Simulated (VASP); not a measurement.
# Zr3MoC (Pm-3m) in VASP: further runs

The runs below take Zr3MoC through relaxation of cell and atoms, with PBE, PBE+D2, PBE+D3, PBE+D3(BJ).

Everything below comes from runs of VASP 6.6.1. Logs are shortened: lines on timing, memory, paths and dates and some standing lists are left out, and cuts for length are marked.

## 1. The crystal as given

It takes space group Pm-3m (No. 221, cubic). The conventional cell has a = 4.943 Å, b = 4.943 Å, c = 4.943 Å, α = 90.00°, β = 90.00°, γ = 90.00°. Around Zr (site symmetry 4/mmm) lie 2 Mo at 2.47 Å. Mo (site symmetry m-3m) has 6 Zr at 2.47 Å as nearest neighbours. Around C (site symmetry m-3m) lie 12 Zr at 3.49 Å.

The cell was built by a generator and needn't be a form met in nature.

## 2. Relaxation of cell and atoms, PBE, target pressure 30 GPa, at which the enthalpy is minimised

Contents of INCAR:

```
PREC = Accurate
ENCUT = 600
EDIFF = 1E-6
ISMEAR = -1
SIGMA = 0.05
LREAL = F
LASPH = T
NELM = 100
ALGO = Normal
ISIF = 3
LWAVE = F
LCHARG = F
GGA = PE
IBRION = 2
NSW = 60
EDIFFG = -0.005
PSTRESS = 300
```

Contents of KPOINTS:

```
regular mesh
0
Gamma
  5 5 5
```

Contents of POSCAR:

```
Zr3MoC
1.0
    4.9425100000      0.0000000000      0.0000000000
    0.0000000000      4.9425100000      0.0000000000
    0.0000000000      0.0000000000      4.9425100000
Zr Mo C
3 1 1
Direct
    0.5000000000      0.0000000000      0.0000000000
    0.0000000000      0.5000000000      0.0000000000
    0.0000000000      0.0000000000      0.5000000000
    0.0000000000      0.0000000000      0.0000000000
    0.5000000000      0.5000000000      0.5000000000
```

Potentials or basis: VASP PAW PBE potentials, release 64 (Zr_sv, Mo_sv, C).

Started as:

```
cat potpaw_PBE.64/Zr_sv/POTCAR potpaw_PBE.64/Mo_sv/POTCAR potpaw_PBE.64/C/POTCAR > POTCAR
mpirun -np 1 vasp_std > vasp.out
```

OUTCAR:

```text
PREC = Accurate
   ENCUT = 600
   EDIFF = 1E-6
   ISMEAR = -1
   LREAL = F
   LASPH = T
   NELM = 100
   ISIF = 3
   GGA = PE
   IBRION = 2
   NSW = 60
   EDIFFG = -0.005
   PSTRESS = 300

 ion  position               nearest neighbor table
   1  0.500  0.000  0.000-   4 2.47   4 2.47   2 3.49   3 3.49   2 3.49   2 3.49   3 3.49   3 3.49
                             3 3.49   2 3.49
   2  0.000  0.500  0.000-   4 2.47   4 2.47   1 3.49   3 3.49   1 3.49   3 3.49   3 3.49   3 3.49
                             1 3.49   1 3.49
   3  0.000  0.000  0.500-   4 2.47   4 2.47   1 3.49   1 3.49   2 3.49   2 3.49   2 3.49   2 3.49
                             1 3.49   1 3.49
   4  0.000  0.000  0.000-   1 2.47   2 2.47   3 2.47   3 2.47   2 2.47   1 2.47
   5  0.500  0.500  0.500-

  LATTYP: Found a simple cubic cell.
 ALAT       =     4.9425100000

  Lattice vectors:

 A1 = (   4.9425100000,   0.0000000000,   0.0000000000)
 A2 = (   0.0000000000,   4.9425100000,   0.0000000000)
 A3 = (   0.0000000000,   0.0000000000,   4.9425100000)

Analysis of symmetry for initial positions (statically):
=====================================================================
 Subroutine PRICEL returns:
 Original cell was already a primitive cell.

 Routine SETGRP: Setting up the symmetry group for a
 simple cubic supercell.

 Subroutine GETGRP returns: Found 48 space group operations
 (whereof 48 operations were pure point group operations)
 out of a pool of 48 trial point group operations.

The static configuration has the point symmetry O_h .

Analysis of symmetry for dynamics (positions and initial velocities):
=====================================================================
 Subroutine PRICEL returns:
 Original cell was already a primitive cell.

 Routine SETGRP: Setting up the symmetry group for a
 simple cubic supercell.

 Subroutine GETGRP returns: Found 48 space group operations
 (whereof 48 operations were pure point group operations)
 out of a pool of 48 trial point group operations.

The dynamic configuration has the point symmetry O_h .

 Subroutine INISYM returns: Found 48 space group operations
 (whereof 48 operations are pure point group operations),
 and found     1 'primitive' translations

----------------------------------------------------------------------------------------

                                     Primitive cell

  volume of cell :     120.7376

  direct lattice vectors                    reciprocal lattice vectors
[... 83 lines left out ...]
   NFREE  =      1    steps in history (QN), initial steepest desc. (CG)
   ISIF   =      3    stress and relaxation
   ISYM   =      2    0-nonsym 1-usesym 2-fastsym
   POTIM  = 0.5000    time-step for ionic-motion
   TEBEG  =    0.0;   TEEND  =   0.0 temperature during run
   PSTRESS=  300.0 pullay stress
   NELECT =      54.0000    total number of electrons
   NUPDOWN=      -1.0000    fix difference up-down
   EMIN   =  10.00;   EMAX   =-10.00  energy-range for DOS
   EFERMI =   0.00;   METHOD = LEGACY
   ISMEAR =    -1;   SIGMA  =   0.05  broadening in eV -4-tet -1-fermi 0-gaus
   EFERMI_NEDOS =   21; number of points for ismear=-14 and -15
   IALGO  =     38    algorithm
   IMIX   =      4    mixing-type and parameters
     AMIX     =   0.40;   BMIX     =  1.00
     AMIX_MAG =   1.60;   BMIX_MAG =  1.00
  volume/ion in A,a.u.               =      24.15       162.96
  Fermi-wavevector in a.u.,A,eV,Ry     =   1.251964  2.365869 21.325962  1.567414
  Thomas-Fermi vector in A             =   2.385887
   LORBIT       =      0    0 simple, 1 ext, 2 COOP (PROOUT), +10 PAW based schemes
   GGA     = PE    functional components
   LHFCALC =     F    Hartree Fock is set to
   AEXX    =    0.0000 exact exchange contribution
   IVDW    =     0    specifies the selected vdW correction
   LEPSILON=     F    determine dielectric tensor
   LRPA    =     F    only Hartree local field effects (RPA)
 conjugate gradient relaxation of ions
 non-spin polarized calculation
  energy-cutoff  :      600.00
  volume of cell :      120.74
 maximum number of plane-waves:      4048
 NGX is ok and might be reduce to    40
   NGX = 19   NGY = 19   NGZ = 19

--------------------------------------- Ionic step        1  -------------------------------------------

 number of electron      54.0000001 magnetization

 Free energy of the ion-electron system (eV)
  ---------------------------------------------------
  ext. energy  EPLUGINS =         0.00000000
  ---------------------------------------------------
  free energy    TOTEN  =       -36.32313890 eV

  energy without entropy =      -36.25988537  energy(sigma->0) =      -36.29151214

------------------------ aborting loop because EDIFF is reached ----------------------------------------

  FORCE on cell =-STRESS in cart. coord.  units (eV):
  Direction    XX          YY          ZZ          XY          YZ          ZX
  --------------------------------------------------------------------------------------
  -------------------------------------------------------------------------------------
  Total        0.7365705      0.7365705      0.7365705      0.0000000      0.0000000     -0.0000000
  in kB        9.7742232      9.7742232      9.7742232      0.0000000      0.0000000     -0.0000000
  external PRESSURE =    -290.2257768 kB  Pullay stress =     300.0000000 kB
[... 28 lines left out ...]
--------------------------------------- Ionic step        2  -------------------------------------------

 number of electron      54.0000001 magnetization

 E-fermi :  15.3527     XC(G=0): -13.6037

 val. band max:       15.1281107194   @ k =   0.4000   0.2000   0.0000
 cond. band min:      15.4233296096   @ k =   0.4000   0.2000   0.0000
 fundamental gap:      0.2952188902
 Fermi energy:        15.3526541373

 k-point     1 :       0.0000    0.0000    0.0000
  band No.  band energies     occupation
      1     -47.6992      2.00000
      2     -33.3547      2.00000
      3     -33.3547      2.00000
      4     -33.0712      2.00000
      5     -24.5594      2.00000
      6     -24.5594      2.00000
[... 461 lines left out ...]
--------------------------------------- Ionic step        5  -------------------------------------------

 number of electron      53.9999998 magnetization

 Free energy of the ion-electron system (eV)
  ---------------------------------------------------
  ext. energy  EPLUGINS =         0.00000000
  ---------------------------------------------------
  free energy    TOTEN  =       -34.16819888 eV

  energy without entropy =      -34.12135591  energy(sigma->0) =      -34.14477740

 E-fermi :   8.7683     XC(G=0): -11.1926

 val. band max:        8.7237572843   @ k =   0.4000   0.2000   0.2000
 cond. band min:       8.7699966844   @ k =   0.4000   0.4000   0.4000
 fundamental gap:      0.0462394002
 Fermi energy:         8.7682950513

 k-point     1 :       0.0000    0.0000    0.0000
  band No.  band energies     occupation
      1     -51.3945      2.00000
      2     -39.9705      2.00000
      3     -39.9409      2.00000
      4     -39.9409      2.00000
      5     -26.5240      2.00000
      6     -26.5240      2.00000
[... 375 lines left out ...]
  energy  without entropy=      -34.1213559149  energy(sigma->0) =      -34.14477740

  enthalpy is  TOTEN    =       -16.4630013303 eV   P V=       17.7051975537

 reached required accuracy - stopping structural energy minimisation
```

OSZICAR:

```text
N       E                     dE             d eps       ncg     rms          rms(c)
DAV:   1     0.607787657271E+03    0.60779E+03   -0.30754E+04   640   0.182E+03
DAV:   2     0.670758934528E+01   -0.60108E+03   -0.59318E+03   736   0.509E+02
DAV:   3    -0.388302353056E+02   -0.45538E+02   -0.44879E+02  1040   0.106E+02
DAV:   4    -0.416298903498E+02   -0.27997E+01   -0.27808E+01   968   0.231E+01
[... 62 lines left out ...]
DAV:   6    -0.341678541136E+02   -0.33166E-03   -0.66274E-04   960   0.833E-02    0.106E-01
DAV:   7    -0.341681727300E+02   -0.31862E-03   -0.10447E-03   936   0.153E-01    0.595E-02
DAV:   8    -0.341681885633E+02   -0.15833E-04   -0.80313E-05   840   0.466E-02    0.260E-02
DAV:   9    -0.341681996846E+02   -0.11121E-04   -0.11553E-05   872   0.225E-02    0.556E-03
DAV:  10    -0.341681988841E+02    0.80054E-06   -0.13610E-06   504   0.595E-03
   5 F= -.16463001E+02 E0= -.16439580E+02  d E =-.274740E+01
```

CONTCAR:

```text
Zr3MoC
   1.00000000000000
     4.5557865511639477    0.0000000000000000   -0.0000000000000000
     0.0000000000000000    4.5557865511639477   -0.0000000000000000
     0.0000000000000000    0.0000000000000000    4.5557865511639477
  Zr              Mo              C
     3     1     1
Direct
     0.5000000000000000    0.0000000000000000    0.0000000000000000
     0.0000000000000000    0.5000000000000000    0.0000000000000000
     0.0000000000000000    0.0000000000000000    0.5000000000000000
     0.0000000000000000    0.0000000000000000    0.0000000000000000
     0.5000000000000000    0.5000000000000000    0.5000000000000000

  0.00000000E+00  0.00000000E+00  0.00000000E+00
  0.00000000E+00  0.00000000E+00  0.00000000E+00
  0.00000000E+00  0.00000000E+00  0.00000000E+00
  0.00000000E+00  0.00000000E+00  0.00000000E+00
  0.00000000E+00  0.00000000E+00  0.00000000E+00
```

Run time: 4.4 min. Hardware: 1 thread of AMD EPYC 7R43 (Zen 3), shared host; peak memory 0.24 GiB.

Results:

```
Free energy                                            : -34.1682 eV
Relaxed volume                                         : 18.91 Å³/atom
Relaxed cell                                           : a = 4.556 Å, b = 4.556 Å, c = 4.556 Å, α = 90.00°, β = 90.00°, γ = 90.00°
Space group after relaxing (to 0.05 Å)                 : Pm-3m (No. 221)
Energy change on relaxing (the enthalpy is what falls) : +431.0 meV/atom
Ionic steps                                            : 5
Pressure after relaxing                                : 30.0 GPa
Band gap on the k mesh                                 : none (metal or under the smearing width)
```

Step by step:
```csv
step,energy change (eV),largest force (eV/Å),pressure (GPa),volume (Å³)
1,0.0000,0.0000,0.98,120.74
2,22.9441,0.0000,222.90,59.30
3,1.6878,0.0000,25.55,97.25
4,1.9573,0.0000,28.15,95.65
5,2.1549,0.0000,30.02,94.56
```

Final structure:
```xyz
5
Lattice="4.5558 0.0000 0.0000 0.0000 4.5558 0.0000 0.0000 0.0000 4.5558" Properties=species:S:1:pos:R:3 pbc="T T T"
Zr    2.2779    0.0000    0.0000
Zr    0.0000    2.2779    0.0000
Zr    0.0000    0.0000    2.2779
Mo    0.0000    0.0000    0.0000
C     2.2779    2.2779    2.2779
```

Levels at points of the mesh, in eV from the Fermi level:
```tsv
k point	band 25	band 26	band 27	band 28	band 29	band 30
(0.00, 0.00, 0.00)	-1.35	-0.67	-0.67	-0.67	-0.18	2.15
```

Caveat: the cell is relaxed towards a set pressure, so the enthalpy falls and the energy may rise; the volume moved by over 15 % at a fixed basis, so the end points are rough.

(Continued in part 2 of 2.)
